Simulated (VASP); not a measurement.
The input files of a VASP run:

KPOINTS:
```
Automatic mesh
0
Gamma
9 9 6
0 0 0
```

**INCAR**
```
SYSTEM = NiSb
PREC = Accurate
ENCUT = 500
EDIFF = 1E-6
NELM = 100
ALGO = Normal
LREAL = .FALSE.
LASPH = .TRUE.
ISMEAR = 1
SIGMA = 0.1
GGA = PS
LMAXMIX = 4
LWAVE = .FALSE.
LCHARG = .FALSE.
IBRION = 2
ISIF = 3
NSW = 40
EDIFFG = -0.02
```

POSCAR:
```
NiSb
1
    1.9574784943    -3.3904523681     0.0000000000
    1.9574784943     3.3904523681     0.0000000000
    0.0000000000     0.0000000000     5.0754711915
Ni Sb
2 2
Direct
  0.0000000000   0.0000000000   0.5000000000
  0.0000000000   0.0000000000   0.0000000000
  0.3333330000   0.6666670000   0.2500000000
  0.6666670000   0.3333330000   0.7500000000
```

POTCAR, in this order: Ni Sb (PBE.64 set). Program: vasp_std.

### Question
Translate this PBEsol calculation to Quantum ESPRESSO's pw.x.

### Answer
One equivalent input (not run):
```
&CONTROL
  calculation = 'vc-relax'
  pseudo_dir = './pseudo'
  outdir = './out'
  tprnfor = .true.
  tstress = .true.
  nstep = 40
  forc_conv_thr = 0.00078
/
&SYSTEM
  ibrav = 0
  nat = 4
  ntyp = 2
  ecutwfc = 98
  occupations = 'smearing'
  smearing = 'methfessel-paxton'
  degauss = 0.00735
  input_dft = 'pbesol'
/
&ELECTRONS
  conv_thr = 7.3e-08
  electron_maxstep = 100
/
&IONS
/
&CELL
/
ATOMIC_SPECIES
  Ni 58.693 Ni.upf
  Sb 121.760 Sb.upf
CELL_PARAMETERS angstrom
     1.9574785   -3.3904524    0.0000000
     1.9574785    3.3904524    0.0000000
     0.0000000    0.0000000    5.0754712
ATOMIC_POSITIONS crystal
  Ni   0.0000000  0.0000000  0.5000000
  Ni   0.0000000  0.0000000  0.0000000
  Sb   0.3333330  0.6666670  0.2500000
  Sb   0.6666670  0.3333330  0.7500000
K_POINTS automatic
  9 9 6 0 0 0
```
What does not carry over: the potentials are each code's own (VASP's PAW set, PseudoDojo norm-conserving files in pw.x), so ENCUT and ecutwfc are chosen apart and not converted; conv_thr bounds pw.x's estimated SCF error, while EDIFF bounds the energy change between steps; forc_conv_thr acts on force components and is met together with etot_conv_thr.

The compound is NiSb in the NiAs type structure. It was relaxed first.
